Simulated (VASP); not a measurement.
A convergence study with VASP on Ru (hcp): one setting is varied, all else stays as given below, so the limit is that of these other settings.

```
CELL_PARAMETERS angstrom
      1.35500    -2.34693     0.00000
      1.35500     2.34693     0.00000
      0.00000     0.00000     4.28000
ATOMIC_POSITIONS crystal
  Ru 0.33333 0.66667 0.25000
  Ru 0.66667 0.33333 0.75000
```

Method: PBE GGA, VASP's PBE PAW potentials (set 64) (plane waves; VASP). The tightest run used: 550 eV cut-off, 25×25×15 Γ-centred mesh, first-order Methfessel-Paxton smearing of 0.10 eV, potentials Ru_pv.

```json
[
 {"setting": "1×1×1 mesh", "E (eV/atom)": "-8.4400", "pressure (GPa)": "69.77", "irreducible k-points": "1"},
 {"setting": "2×2×1 mesh", "E (eV/atom)": "-8.9260", "pressure (GPa)": "11.00", "irreducible k-points": "2"},
 {"setting": "3×3×2 mesh", "E (eV/atom)": "-8.7818", "pressure (GPa)": "12.06", "irreducible k-points": "6"},
 {"setting": "4×4×2 mesh", "E (eV/atom)": "-9.4175", "pressure (GPa)": "-0.08", "irreducible k-points": "8"},
 {"setting": "5×5×3 mesh", "E (eV/atom)": "-9.2373", "pressure (GPa)": "2.70", "irreducible k-points": "10"},
 {"setting": "6×6×4 mesh", "E (eV/atom)": "-9.1953", "pressure (GPa)": "4.27", "irreducible k-points": "21"},
 {"setting": "7×7×4 mesh", "E (eV/atom)": "-9.1985", "pressure (GPa)": "3.95", "irreducible k-points": "24"},
 {"setting": "8×8×5 mesh", "E (eV/atom)": "-9.2521", "pressure (GPa)": "3.12", "irreducible k-points": "30"},
 {"setting": "9×9×5 mesh", "E (eV/atom)": "-9.2445", "pressure (GPa)": "3.29", "irreducible k-points": "36"},
 {"setting": "10×10×6 mesh", "E (eV/atom)": "-9.2221", "pressure (GPa)": "3.60", "irreducible k-points": "56"}
]
```

Question: These are the cheaper rows. Estimate the results at 25×25×15 mesh, and how far the last row shown lies from them.

Answer: 
```
quantity        tightest run  last row shown is off by
--------------  ------------  ------------------------
E (eV/atom)          -9.2322                    0.0101
pressure (GPa)          3.47                      0.14
```

VASP warned of too few bands at 2×2×1 mesh; 3×3×2 mesh.

Left out are rungs that failed or repeat a setting and relaxations that didn't move; long series are thinned to 24 rows.

The compound is Ru in the hcp structure. The cell was not relaxed at this level.
